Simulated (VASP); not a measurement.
Write the native input for VASP 6.6.1 that does the following.

```yaml
Task: relaxation of the atoms
Functional: RPBE
Potentials_or_basis: VASP PAW PBE potentials, release 64 (Mg, C)
Cutoff: 520 eV
k_mesh: 7 × 7 × 6
Occupations: gaussian, width 0.05 eV
Spin: no spin polarisation
Further_INCAR_settings: ALGO = Fast; EDIFF = 1e-07; IBRION = 2; EDIFFG = -0.005; NSW = 60
```

The structure of MgC2 lies in POSCAR:

```
MgC2
1.0
    3.6885233900      0.0000000000      0.0000000000
    0.0000000000      3.6885233900      0.0000000000
    0.0000000000      0.0000000000      4.2462982200
Mg C
2 4
Direct
    0.0000000000      0.5000000000      0.0492930300
    0.5000000000      0.0000000000      0.9507069700
    0.0000000000      0.0000000000      0.6137708700
    0.0000000000      0.0000000000      0.3862291300
    0.5000000000      0.5000000000      0.3862291300
    0.5000000000      0.5000000000      0.6137708700
```

The cell was built by a generator and needn't be a form met in nature.

These files were run (other wordings do the same):

INCAR

```
PREC = Accurate
ENCUT = 520
EDIFF = 1E-7
ISMEAR = 0
SIGMA = 0.05
LREAL = F
LASPH = T
NELM = 100
ALGO = Fast
ISIF = 2
LWAVE = F
LCHARG = F
GGA = RP
IBRION = 2
NSW = 60
EDIFFG = -0.005
```

KPOINTS

```
Automatic mesh
0
Gamma
  7 7 6
```

Potentials or basis: VASP PAW PBE potentials, release 64 (Mg, C).

Command:

```bash
$ cat potpaw_PBE.64/Mg/POTCAR potpaw_PBE.64/C/POTCAR > POTCAR
$ mpirun -np 1 vasp_std > vasp.out
```

It gave:

```yaml
Energy_gained_by_relaxing: 2100.4 meV/atom
Ionic_steps: 18
Pressure_after_relaxing: 19.6 GPa
Band_gap_on_the_k_mesh: none (metal or under the smearing width)
```

Caveat: the standard files for N, O and F lose accuracy on very short bonds; the PAW data sets were made with another functional, which shifts forces and pressure a little.

Run time: 4.6 min on 1 thread of Intel(R) Xeon(R) Platinum 8488C (Sapphire Rapids) (shared host), peak memory 0.18 GiB.
